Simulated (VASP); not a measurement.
VASP ran on this input.

### POSCAR
```
Ni3Al
1.0
  3.5597887216   0.0000000000   0.0000000000
  0.0000000000   3.5597887216   0.0000000000
  0.0000000000   0.0000000000   3.5597887216
Al Ni
1 3
Cartesian
  0.0000000000   0.0000000000   0.0000000000
  0.0000000000   1.7798943608   1.7798943608
  1.7798943608   0.0000000000   1.7798943608
  1.7798943608   1.7798943608   0.0000000000
```

### KPOINTS
```
kpoints
0
Gamma
8 8 8
0 0 0
```

INCAR:
```
! general
SYSTEM   =  Ni3Al
PREC     =  Accurate
ENCUT    =  400
LREAL    =  F
LASPH    =  T

! electronic loop
EDIFF    =  1E-6
NELM     =  100
ALGO     =  Normal
LMAXMIX  =  4

! smearing
ISMEAR   =  1
SIGMA    =  0.1

! functional
GGA      =  PE

! spin
ISPIN    =  2
MAGMOM   =  0.0 3*0.5

! ions
IBRION   =  2
NSW      =  60
ISIF     =  3
EDIFFG   =  -0.02

! output
LWAVE    =  F
LCHARG   =  F
LORBIT   =  10
```

POTCAR, in this order: Al Ni (PBE.64 set). Program: vasp_std.

Q: Translate this PBE calculation to Quantum ESPRESSO's pw.x.

A: One equivalent input (not run):
```
&CONTROL
  calculation = 'vc-relax'
  pseudo_dir = './pseudo'
  outdir = './out'
  tprnfor = .true.
  tstress = .true.
  nstep = 60
  forc_conv_thr = 0.00078
/
&SYSTEM
  ibrav = 0
  nat = 4
  ntyp = 2
  ecutwfc = 98
  occupations = 'smearing'
  smearing = 'methfessel-paxton'
  degauss = 0.00735
  input_dft = 'pbe'
  nspin = 2
  starting_magnetization(2) = 0.05
/
&ELECTRONS
  conv_thr = 7.3e-08
  electron_maxstep = 100
/
&IONS
/
&CELL
/
ATOMIC_SPECIES
  Al 26.982 Al.upf
  Ni 58.693 Ni.upf
CELL_PARAMETERS angstrom
     3.5597887   -0.0000000    0.0000000
    -0.0000000    3.5597887   -0.0000000
     0.0000000   -0.0000000    3.5597887
ATOMIC_POSITIONS crystal
  Al   0.0000000  0.0000000  0.0000000
  Ni   0.0000000  0.5000000  0.5000000
  Ni   0.5000000  0.0000000  0.5000000
  Ni   0.5000000  0.5000000  0.0000000
K_POINTS automatic
  8 8 8 0 0 0
```
The two are equivalent in intent, not identical: the potentials are each code's own (VASP's PAW set, PseudoDojo norm-conserving files in pw.x), so ENCUT and ecutwfc are chosen apart and not converted; conv_thr bounds pw.x's estimated SCF error, while EDIFF bounds the energy change between steps; starting_magnetization is a fraction of the valence charge and MAGMOM a moment in μB, so they match only roughly; forc_conv_thr acts on force components and is met together with etot_conv_thr.

The compound is Ni3Al in the L1_2 structure. This run relaxes it. Symmetry was kept, so distortions that lower it aren't found. The start is the result of an earlier pass.
